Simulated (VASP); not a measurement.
```xyz
2
Lattice="0.0000 2.8290 2.8290 2.8290 0.0000 2.8290 2.8290 2.8290 0.0000" Properties=species:S:1:pos:R:3 pbc="T T T"
Ge     0.0000     0.0000     0.0000
Ge     1.4145     1.4145     1.4145
```

Calculation: PBE GGA, VASP's PBE PAW potentials (set 64) (plane waves; VASP). Numerical set-up: 480 eV cut-off, 7×7×7 Γ-centred mesh, Gaussian smearing of 0.050 eV, potentials Ge.

Energy and stress use the plane-wave basis of the starting cell.

Task: The ions, cell shape and volume are relaxed. Give the cell that the relaxation ends in.

Result: 
```xyz
2
Lattice="0.0000 2.8918 2.8918 2.8918 0.0000 2.8918 2.8918 2.8918 0.0000" Properties=species:S:1:pos:R:3 pbc="T T T"
Ge     0.0000     0.0000     0.0000
Ge     1.4459     1.4459     1.4459
```
Space group Fd-3m (227), at a tolerance of 0.03 Å.

Task: How do energy and volume change from the first to the last step?

Result: The energy (σ→0) changes by -20.1 meV/atom and the volume by +6.8 %, in 3 ionic steps.

The compound is Ge in the diamond structure. This run relaxes it. Symmetry was kept, so distortions that lower it aren't found.
